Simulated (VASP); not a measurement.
```xyz
2
Lattice="0.0000 2.9546 2.9546 2.9546 0.0000 2.9546 2.9546 2.9546 0.0000" Properties=species:S:1:pos:R:3 pbc="T T T"
Cd     0.0000     0.0000     0.0000
S      1.4773     1.4773     1.4773
```

Computed with revTPSS meta-GGA, VASP's PBE PAW potentials (set 64) (plane waves; VASP). Numerical set-up: 520 eV cut-off, 9×9×9 Γ-centred mesh, tetrahedra with Blöchl corrections, potentials Cd S.

Question: Give the energies of bands 6 to 11 at the high-symmetry points, in eV from the valence-band maximum.

Answer: 
```tsv
band	Γ	X	U	L	W
6	-7.14	-6.75	-6.63	-6.80	-6.58
7	0.00	-3.78	-3.74	-4.21	-3.70
8	0.00	-1.78	-2.42	-0.71	-2.15
9	0.00	-1.78	-1.45	-0.71	-2.10
10	1.20	3.64	4.33	3.12	5.47
11	6.76	4.46	5.50	7.17	5.49
```

The gap is direct, 1.20 eV, from the valence maximum at Γ to the conduction minimum at Γ.

Measured: gap 2.48 eV at 4 K (computed value off by -1.28 eV), as given by arXiv:1206.3780.

The compound is CdS in the zinc blende structure, a metastable form; wurtzite is the usual one. It was relaxed first.
